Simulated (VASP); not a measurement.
Consider the following.

```
W
1.0
   -1.57574     1.57574     1.57574
    1.57574    -1.57574     1.57574
    1.57574     1.57574    -1.57574
W
1
Direct
  0.00000   0.00000   0.00000
```

Calculation: AM05 GGA, VASP's PBE PAW potentials (set 64) (plane waves; VASP). Settings: 520 eV cut-off, 18×18×18 Γ-centred mesh, tetrahedra with Blöchl corrections, potentials W_sv.

Unless said otherwise, spin-orbit coupling is left out, though it shifts the bands of the heavy elements here.

Q: Tabulate the total density of states (states/eV per cell) against energy (eV; zero at the valence-band maximum or, without a gap, the Fermi level).

A: 
```
E (eV) | DOS (states/eV)
    -9.98 |  0.00
    -9.86 |  0.00
    -9.62 |  0.01
    -9.50 |  0.02
    -9.26 |  0.04
    -9.14 |  0.04
    -8.90 | # 0.05
    -8.78 | # 0.06
    -8.66 | # 0.06
    -8.42 | # 0.07
    -8.30 | # 0.08
    -8.06 | # 0.09
    -7.94 | # 0.10
    -7.82 | # 0.10
    -7.58 | # 0.12
    -7.46 | # 0.12
    -7.22 | ## 0.14
    -7.10 | ## 0.15
    -6.86 | ## 0.18
    -6.74 | ## 0.20
    -6.62 | ### 0.23
    -6.38 | #### 0.39
    -6.26 | ####### 0.59
    -6.02 | ####### 0.64
    -5.90 | ######## 0.67
    -5.78 | ######## 0.72
    -5.54 | ######### 0.78
    -5.42 | ######### 0.83
    -5.18 | ########### 0.92
    -5.06 | ############ 1.02
    -4.82 | ############# 1.14
    -4.70 | ############# 1.12
    -4.58 | ########### 0.95
    -4.34 | ###### 0.55
    -4.22 | ##### 0.44
    -3.98 | #### 0.34
    -3.86 | #### 0.32
    -3.74 | ##### 0.44
    -3.50 | ################### 1.64
    -3.38 | ######################## 2.12
    -3.14 | ################## 1.62
    -3.02 | ############### 1.29
    -2.78 | ############ 1.05
    -2.66 | ########### 0.99
    -2.54 | ########### 0.94
    -2.30 | ############### 1.29
    -2.18 | ################## 1.56
    -1.94 | #################### 1.73
    -1.82 | ################# 1.48
    -1.70 | ############## 1.20
    -1.46 | ########## 0.89
    -1.34 | ######## 0.73
    -1.10 | ##### 0.42
    -0.98 | #### 0.39
    -0.74 | #### 0.36
    -0.62 | #### 0.35
    -0.50 | #### 0.35
    -0.26 | #### 0.37
    -0.14 | #### 0.38
     0.10 | ##### 0.43
     0.22 | ###### 0.55
     0.34 | ####### 0.63
     0.58 | ######## 0.71
     0.70 | ######## 0.73
     0.94 | ######### 0.78
     1.06 | ######### 0.81
     1.30 | ########## 0.90
     1.42 | ############ 1.03
     1.54 | ############ 1.07
     1.78 | ############ 1.07
     1.90 | ############ 1.05
     2.14 | ############# 1.15
     2.26 | ############# 1.14
     2.38 | ############ 1.08
     2.62 | ############ 1.05
     2.74 | ############## 1.24
     2.98 | ################## 1.59
     3.10 | ############################## 2.63
     3.34 | #################### 1.79
     3.46 | ############ 1.05
```
Within 2 eV below the Fermi level the largest weight inside VASP's projection spheres is W d.

The compound is W in the bcc structure. It was relaxed first.
